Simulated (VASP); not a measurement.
Input:

```
InAs
1.0
    0.00000     3.11111     3.11111
    3.11111     0.00000     3.11111
    3.11111     3.11111     0.00000
In As
1 1
Direct
  0.00000   0.00000   0.00000
  0.25000   0.25000   0.25000
```

Computed with TPSS meta-GGA, VASP's PBE PAW potentials (set 64) (plane waves; VASP). Settings: 520 eV cut-off, 10×10×10 Γ-centred mesh, first-order Methfessel-Paxton smearing of 0.10 eV, potentials In_d As.

Task: Give the stress tensor in GPa (positive for a compressed cell).

Result: 
```
-1.44   0.00   0.00
 0.00  -1.44   0.00
 0.00   0.00  -1.44
```
The pressure is its mean diagonal, -1.44 GPa.

The compound is InAs in the zinc blende structure. This cell is one point of a volume scan, at 1.03 of the reference volume.
